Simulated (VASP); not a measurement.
Crystal: CsCd.

```
CELL_PARAMETERS angstrom
5.06423 0.00000 0.00000
0.00000 5.06423 0.00000
0.00000 0.00000 5.06423
ATOMIC_POSITIONS crystal
Cs 0.00000 0.00000 0.00000
Cd 0.50000 0.50000 0.50000
```

The cell comes from a database or a generator and needn't be the stable form of this composition.

The cell isn't the ideal one: cell and atoms relaxed, PAW files.

| Item | Value |
| --- | --- |
| Program | VASP 6.6.1 |
| Task | relaxation of cell and atoms |
| Functional | PBE |
| Potentials or basis | VASP PAW PBE potentials, release 64 (Cs_sv, Cd) |
| Cutoff | 600 eV |
| k mesh | 8 × 8 × 8 |
| Occupations | fermi-dirac, width 0.05 eV |
| Spin | no spin polarisation |

At the start: pressure -0.7 GPa; volume 64.94 Å³/atom.

**Question.** Where does the relaxation end?

**Answer.** Over 6 steps the energy falls by 32.6 meV/atom and the volume is 52.86 Å³/atom (-18.6 %); space group Pm-3m (No. 221, to 0.05 Å).

The path:
```tsv
step	energy change (eV)	largest force (eV/Å)	pressure (GPa)	volume (Å³)
1	0.0000	0.0000	-0.71	129.88
2	-0.0226	0.0000	-0.62	124.51
3	-0.0556	0.0000	-0.35	113.98
4	-0.0400	0.0000	0.82	94.73
5	-0.0650	0.0000	-0.07	107.21
6	-0.0653	0.0000	0.00	105.71
```

Final structure:
```cif
data_structure
_symmetry_space_group_name_H-M 'P 1'
_symmetry_Int_Tables_number 1
_cell_length_a 4.7283
_cell_length_b 4.7283
_cell_length_c 4.7283
_cell_angle_alpha 90.000
_cell_angle_beta 90.000
_cell_angle_gamma 90.000
_cell_volume 105.71
loop_
_atom_site_label
_atom_site_type_symbol
_atom_site_fract_x
_atom_site_fract_y
_atom_site_fract_z
_atom_site_occupancy
Cs1 Cs 0.00000 0.00000 0.00000 1
Cd1 Cd 0.50000 0.50000 0.50000 1
```

Caveat: the volume moved by over 15 % at a fixed basis, so the end points are rough.
